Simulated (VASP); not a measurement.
These are PBEsol GGA, VASP's PBE PAW potentials (set 64) (plane waves; VASP 6.6.1) values and carry that method's errors.

The input files of a VASP run:

### KPOINTS
```
Automatic mesh
0
Gamma
6 6 3
0 0 0
```

### INCAR
```
! general
SYSTEM  = SnO
PREC    = Accurate
ENCUT   = 520
LREAL   = .False.
LASPH   = .True.

! electronic loop
EDIFF   = 1E-6   ! SCF stop (eV)
NELM    = 100   ! most electronic steps
ALGO    = Normal   ! blocked Davidson
LMAXMIX = 4

! smearing
ISMEAR  = 0   ! Gaussian
SIGMA   = 0.05   ! width (eV)

! functional
GGA     = PS   ! PBEsol

! ions
IBRION  = 2
NSW     = 60   ! most ionic steps
ISIF    = 3   ! ions, shape and volume
EDIFFG  = -0.02   ! ionic stop

! output
LWAVE   = .False.
LCHARG  = .False.
```

**POSCAR**
```
SnO
1.0
  3.7555286184   0.0000000000   0.0000000000
 -1.8777643092   3.2523832660   0.0000000000
  0.0000000000   0.0000000000   6.2582730841
Sn O
2 2
direct
  0.3333330000   0.6666670000   0.0024631683
  0.6666670000   0.3333330000   0.5024631683
  0.3333330000   0.6666670000   0.3725368317
  0.6666670000   0.3333330000   0.8725368317
```

POTCAR, in this order: Sn_d O (PBE.64 set). Program: vasp_std.

Energy and stress use the plane-wave basis of the starting cell.

### Question
Estimate the energy per atom (σ→0), volume per atom.

### Answer

```
Property                        Value
---------------------  --------------
energy per atom (σ→0)  -5.668 eV/atom
volume per atom         18.16 Å³/atom
```

**OSZICAR**
```
...
       N       E                     dE             d eps       ncg     rms          rms(c)
DAV:   1    -0.226750616487E+02   -0.24549E-02   -0.80686E-02   824   0.295E+00    0.268E-01
DAV:   2    -0.226734710034E+02    0.15906E-02   -0.52564E-03   832   0.982E-01    0.141E-01
DAV:   3    -0.226728528608E+02    0.61814E-03   -0.13842E-03   824   0.623E-01    0.460E-02
DAV:   4    -0.226728268615E+02    0.25999E-04   -0.35716E-04   912   0.165E-01    0.168E-02
DAV:   5    -0.226728245089E+02    0.23526E-05   -0.51171E-05   792   0.944E-02    0.599E-03
DAV:   6    -0.226728244198E+02    0.89074E-07   -0.42960E-06   736   0.278E-02
  42 F= -.22672824E+02 E0= -.22672824E+02  d E =-.545580E-03
```

The structure was generated: SnO was put into the wurtzite type (P6_3mc), which need not be its known phase. This run relaxes it. Symmetry was kept, so distortions that lower it aren't found. The start is the result of an earlier pass.
